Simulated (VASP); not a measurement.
Level of theory: r2SCAN meta-GGA, VASP's PBE PAW potentials (set 64) (plane waves; VASP).

A VASP calculation is set up with these files.

**KPOINTS**
```
Automatic mesh
0
Gamma
6 6 8
0 0 0
```

**INCAR**
```
! general
SYSTEM   =  SiO2
PREC     =  Accurate
ENCUT    =  620   ! plane-wave cut-off (eV)
LREAL    =  F   ! projection in real space or not
LASPH    =  T   ! aspherical one-centre terms

! electronic loop
EDIFF    =  1E-6
NELM     =  100   ! most electronic steps
ALGO     =  Normal
LMIXTAU  =  T

! smearing
ISMEAR   =  0
SIGMA    =  0.05   ! width (eV)

! functional
METAGGA  =  R2SCAN

! ions
IBRION   =  2   ! conjugate gradients
NSW      =  40   ! most ionic steps
ISIF     =  3   ! ions, shape and volume
EDIFFG   =  -0.02   ! ionic stop
PSTRESS  =  100

! output
LWAVE    =  F
LCHARG   =  F
```

**POSCAR**
```
SiO2
1
    4.1552196134    -0.0000000000     0.0000000000
   -0.0000000000     4.1552196134     0.0000000000
    0.0000000000     0.0000000000     2.6631898596
Si O
2 4
Direct
  0.0000000000   0.0000000000   0.0000000000
  0.5000000000   0.5000000000   0.5000000000
  0.3053246226   0.3053246226   0.0000000000
  0.8053246226   0.1946753774   0.5000000000
  0.1946753774   0.8053246226   0.5000000000
  0.6946753774   0.6946753774   0.0000000000
```

POTCAR, in this order: Si O (PBE.64 set). Program: vasp_std.

What VASP printed:

OSZICAR:
```
       N       E                     dE             d eps       ncg     rms          rms(c)
DAV:   1     0.177182776246E+03    0.17718E+03   -0.20929E+04  2016   0.183E+03
DAV:   2    -0.646223010984E+02   -0.24181E+03   -0.23270E+03  2700   0.361E+02
DAV:   3    -0.727922298350E+02   -0.81699E+01   -0.81465E+01  2396   0.705E+01
DAV:   4    -0.728538077937E+02   -0.61578E-01   -0.61506E-01  2372   0.692E+00
DAV:   5    -0.728544121798E+02   -0.60439E-03   -0.60432E-03  2320   0.685E-01    0.182E+01
DAV:   6    -0.597643327789E+02    0.13090E+02   -0.10447E+01  2284   0.218E+01    0.101E+01
DAV:   7    -0.585515564754E+02    0.12128E+01   -0.21607E+00  2156   0.147E+01    0.341E+00
DAV:   8    -0.615982467416E+02   -0.30467E+01   -0.12101E+00  2196   0.980E+00    0.193E+00
DAV:   9    -0.584641312583E+02    0.31341E+01   -0.94726E-01  2172   0.753E+00    0.667E-01
DAV:  10    -0.586523162641E+02   -0.18819E+00   -0.47568E-02  2316   0.236E+00    0.444E-01
DAV:  11    -0.587584277111E+02   -0.10611E+00   -0.27246E-02  2216   0.150E+00    0.165E-01
DAV:  12    -0.587938004075E+02   -0.35373E-01   -0.15753E-02  2108   0.158E+00    0.137E-01
DAV:  13    -0.587927444178E+02    0.10560E-02   -0.11609E-03  2236   0.374E-01    0.626E-02
DAV:  14    -0.587935750879E+02   -0.83067E-03   -0.88292E-04  2284   0.246E-01    0.286E-02
DAV:  15    -0.587936246419E+02   -0.49554E-04   -0.85433E-05  2248   0.106E-01    0.130E-02
DAV:  16    -0.587936465396E+02   -0.21898E-04   -0.15181E-05  2164   0.554E-02    0.911E-03
DAV:  17    -0.587936454775E+02    0.10621E-05   -0.41621E-06  2196   0.218E-02    0.464E-03
DAV:  18    -0.587936477017E+02   -0.22241E-05   -0.72037E-07  1332   0.116E-02    0.147E-03
DAV:  19    -0.587936477132E+02   -0.11521E-07   -0.10507E-07  1156   0.336E-03
   1 F= -.55923663E+02 E0= -.55923663E+02  d E =-.559237E+02
       N       E                     dE             d eps       ncg     rms          rms(c)
DAV:   1    -0.588500643391E+02   -0.56417E-01   -0.44096E+00  2264   0.200E+01    0.347E+00
DAV:   2    -0.586897060494E+02    0.16036E+00   -0.54208E-01  2264   0.592E+00    0.824E-01
DAV:   3    -0.586803432813E+02    0.93628E-02   -0.42336E-02  2244   0.165E+00    0.316E-01
DAV:   4    -0.586805443839E+02   -0.20110E-03   -0.27221E-03  2140   0.608E-01    0.138E-01
DAV:   5    -0.586805611410E+02   -0.16757E-04   -0.13295E-03  2204   0.400E-01    0.535E-02
DAV:   6    -0.586806153693E+02   -0.54228E-04   -0.44006E-04  2092   0.279E-01    0.354E-02
DAV:   7    -0.586806151413E+02    0.22806E-06   -0.17634E-04  2064   0.156E-01    0.173E-02
DAV:   8    -0.586806964402E+02   -0.81299E-04   -0.55826E-05  2140   0.886E-02    0.447E-03
DAV:   9    -0.586806965051E+02   -0.64853E-07   -0.27189E-06  1548   0.218E-02
   2 F= -.55908978E+02 E0= -.55908978E+02  d E =0.146853E-01
       N       E                     dE             d eps       ncg     rms          rms(c)
DAV:   1    -0.588270244843E+02   -0.14633E+00   -0.16441E+00  2256   0.120E+01    0.211E+00
DAV:   2    -0.587680833159E+02    0.58941E-01   -0.21115E-01  2260   0.368E+00    0.483E-01
DAV:   3    -0.587648038985E+02    0.32794E-02   -0.14738E-02  2244   0.972E-01    0.217E-01
DAV:   4    -0.587650179494E+02   -0.21405E-03   -0.87647E-04  2136   0.348E-01    0.102E-01
DAV:   5    -0.587648381788E+02    0.17977E-03   -0.51626E-04  2196   0.244E-01    0.343E-02
DAV:   6    -0.587649563131E+02   -0.11813E-03   -0.17714E-04  2076   0.177E-01    0.211E-02
DAV:   7    -0.587649436965E+02    0.12617E-04   -0.58051E-05  2100   0.885E-02    0.105E-02
DAV:   8    -0.587649726173E+02   -0.28921E-04   -0.20053E-05  2116   0.536E-02    0.267E-03
DAV:   9    -0.587649729234E+02   -0.30606E-06   -0.97975E-07  1332   0.130E-02
   3 F= -.55933467E+02 E0= -.55933467E+02  d E =-.980397E-02
       N       E                     dE             d eps       ncg     rms          rms(c)
DAV:   1    -0.587642175101E+02    0.75511E-03   -0.27195E-04  2264   0.155E-01    0.276E-02
DAV:   2    -0.587642070037E+02    0.10506E-04   -0.36997E-05  2264   0.486E-02    0.606E-03
DAV:   3    -0.587642063765E+02    0.62716E-06   -0.21504E-06  1552   0.125E-02
   4 F= -.55933467E+02 E0= -.55933467E+02  d E =-.980347E-02
       N       E                     dE             d eps       ncg     rms          rms(c)
DAV:   1    -0.587615774866E+02    0.26295E-02   -0.44707E-01  2072   0.581E+00    0.232E-01
DAV:   2    -0.587618122502E+02   -0.23476E-03   -0.13280E-02  2348   0.950E-01    0.106E-01
DAV:   3    -0.587614728522E+02    0.33940E-03   -0.37677E-04  2340   0.239E-01    0.446E-02
DAV:   4    -0.587614787716E+02   -0.59194E-05   -0.25145E-04  2112   0.152E-01    0.110E-02
DAV:   5    -0.587614595990E+02    0.19173E-04   -0.11046E-04  2056   0.155E-01    0.646E-03
DAV:   6    -0.587614190018E+02    0.40597E-04   -0.52622E-05  2040   0.100E-01    0.506E-03
DAV:   7    -0.587614248223E+02   -0.58205E-05   -0.57664E-06  2240   0.250E-02    0.102E-03
DAV:   8    -0.587614252096E+02   -0.38730E-06   -0.10608E-06  1300   0.128E-02
   5 F= -.55934233E+02 E0= -.55934233E+02  d E =-.766074E-03
       N       E                     dE             d eps       ncg     rms          rms(c)
DAV:   1    -0.587620794947E+02   -0.65467E-03   -0.13289E-02  2072   0.100E+00    0.399E-02
DAV:   2    -0.587620857417E+02   -0.62469E-05   -0.39446E-04  2352   0.164E-01    0.182E-02
DAV:   3    -0.587620748347E+02    0.10907E-04   -0.11315E-05  2336   0.415E-02    0.774E-03
DAV:   4    -0.587620748992E+02   -0.64547E-07   -0.75837E-06  2116   0.265E-02
   6 F= -.55934270E+02 E0= -.55934270E+02  d E =-.803447E-03
       N       E                     dE             d eps       ncg     rms          rms(c)
DAV:   1    -0.587621999913E+02   -0.12516E-03   -0.54873E-04  2080   0.199E-01    0.807E-03
DAV:   2    -0.587621957530E+02    0.42383E-05   -0.14877E-05  2320   0.381E-02    0.374E-03
DAV:   3    -0.587621939160E+02    0.18370E-05   -0.34667E-06  2036   0.272E-02    0.141E-03
DAV:   4    -0.587621935293E+02    0.38667E-06   -0.35319E-06  1744   0.245E-02
   7 F= -.55934266E+02 E0= -.55934266E+02  d E =-.799391E-03
       N       E                     dE             d eps       ncg     rms          rms(c)
DAV:   1    -0.587633862428E+02   -0.11923E-02   -0.90522E-03  2220   0.856E-01    0.758E-02
DAV:   2    -0.587633276713E+02    0.58571E-04   -0.13255E-04  2284   0.104E-01    0.404E-02
DAV:   3    -0.587633096099E+02    0.18061E-04   -0.54669E-05  2204   0.670E-02    0.883E-03
DAV:   4    -0.587633110875E+02   -0.14777E-05   -0.12591E-05  2156   0.400E-02    0.326E-03
DAV:   5    -0.587633097061E+02    0.13814E-05   -0.78145E-06  2052   0.328E-02    0.183E-03
DAV:   6    -0.587633078163E+02    0.18898E-05   -0.87972E-07  1212   0.114E-02    0.108E-03
DAV:   7    -0.587633079119E+02   -0.95603E-07   -0.12107E-07  1032   0.377E-03
   8 F= -.55934319E+02 E0= -.55934319E+02  d E =-.531380E-04
```

### OUTCAR
```
------------------------ aborting loop because EDIFF is reached ----------------------------------------
  FORCE on cell =-STRESS in cart. coord.  units (eV):
  Direction    XX          YY          ZZ          XY          YZ          ZX
  --------------------------------------------------------------------------------------
  Total        2.8100454      2.8100454      2.7759763      0.0000000      0.0000000      0.0000000
  in kB       99.3303938     99.3303938     98.1261102      0.0000000      0.0000000      0.0000000
  external PRESSURE =      -1.0710340 kB  Pullay stress =     100.0000000 kB
  volume of cell :       45.33
      direct lattice vectors                 reciprocal lattice vectors
     4.131410492  0.000000000  0.000000000     0.242048086 -0.000000000  0.000000000
     0.000000000  4.131410492  0.000000000    -0.000000000  0.242048086  0.000000000
     0.000000000  0.000000000  2.655492369     0.000000000  0.000000000  0.376577998
 POSITION                                       TOTAL-FORCE (eV/Angst)
 -----------------------------------------------------------------------------------
      0.00000      0.00000      0.00000         0.000000      0.000000     -0.000000
      2.06571      2.06571      1.32775         0.000000      0.000000     -0.000000
      1.25921      1.25921      0.00000        -0.003868     -0.003868      0.000000
      3.32491      0.80650      1.32775        -0.003868      0.003868     -0.000000
      0.80650      3.32491      1.32775         0.003868     -0.003868      0.000000
      2.87220      2.87220      2.65549         0.003868      0.003868     -0.000000
 -----------------------------------------------------------------------------------
    total drift:                                0.000000      0.000000      0.000000
  FREE ENERGIE OF THE ION-ELECTRON SYSTEM (eV)
  ---------------------------------------------------
  free  energy   TOTEN  =       -58.7633079119 eV

  energy  without entropy=      -58.7633079119  energy(sigma->0) =      -58.76330791
  enthalpy is  TOTEN    =       -55.9343194809 eV   P V=        2.8289884310

 reached required accuracy - stopping structural energy minimisation
```
(Selected blocks of OUTCAR.)

### CONTCAR
```
SiO2
   1.00000000000000
     4.1314104916505352    0.0000000000000000    0.0000000000000000
     0.0000000000000000    4.1314104916505352    0.0000000000000000
     0.0000000000000000    0.0000000000000000    2.6554923688331367
  Si              O
     2     4
Direct
     0.0000000000000000    0.0000000000000000    0.0000000000000000
     0.5000000000000000    0.5000000000000000    0.5000000000000000
     0.3047887838266040    0.3047887838266040    0.0000000000000000
     0.8047887838266040    0.1952112161733960    0.5000000000000000
     0.1952112161733960    0.8047887838266040    0.5000000000000000
     0.6952112161733960    0.6952112161733960    1.0000000000000000
```

File OUTCAR:
```
 val. band max:        8.2444168198   @ k =   0.0000   0.0000   0.0000

 cond. band min:      15.2589750368   @ k =   0.0000   0.0000   0.0000


 Fermi energy:         8.4596139301

 k-point     1 :       0.0000    0.0000    0.0000
  band No.  band energies     occupation
      1     -15.6143      2.00000
      2     -11.8806      2.00000
      3     -11.8806      2.00000
      4     -11.5146      2.00000
      5      -3.0746      2.00000
      6       1.5553      2.00000
      7       1.5553      2.00000
      8       1.6276      2.00000
      9       2.5722      2.00000
     10       2.9454      2.00000
     11       4.9405      2.00000
     12       4.9405      2.00000
     13       5.7180      2.00000
     14       7.3315      2.00000
     15       7.3315      2.00000
     16       8.2444      2.00000
     17      15.2590      0.00000
     18      15.9138      0.00000
     19      17.8425      0.00000
     20      17.8425      0.00000

 k-point     2 :       0.1667    0.0000    0.0000
  band No.  band energies     occupation
      1     -15.4611      2.00000
      2     -12.5128      2.00000
      3     -11.8028      2.00000
      4     -11.2121      2.00000
      5      -2.8590      2.00000
      6       0.7981      2.00000
      7       1.5793      2.00000
      8       2.2203      2.00000
      9       2.6896      2.00000
     10       3.5211      2.00000
     11       4.6849      2.00000
     12       5.0112      2.00000
     13       5.7365      2.00000
     14       6.7334      2.00000
     15       7.2815      2.00000
     16       8.0219      2.00000
     17      15.6900      0.00000
     18      16.1841      0.00000
     19      17.9002      0.00000
     20      17.9463      0.00000

 k-point     3 :       0.3333    0.0000    0.0000
  band No.  band energies     occupation
      1     -15.0138      2.00000
      2     -13.4322      2.00000
      3     -11.5935      2.00000
      4     -11.1449      2.00000
      5      -2.2771      2.00000
...
```

The compound is SiO2 in the rutile structure, stishovite, a high-pressure form. This run relaxes it under an external pressure of 10 GPa. Symmetry was kept, so distortions that lower it aren't found.
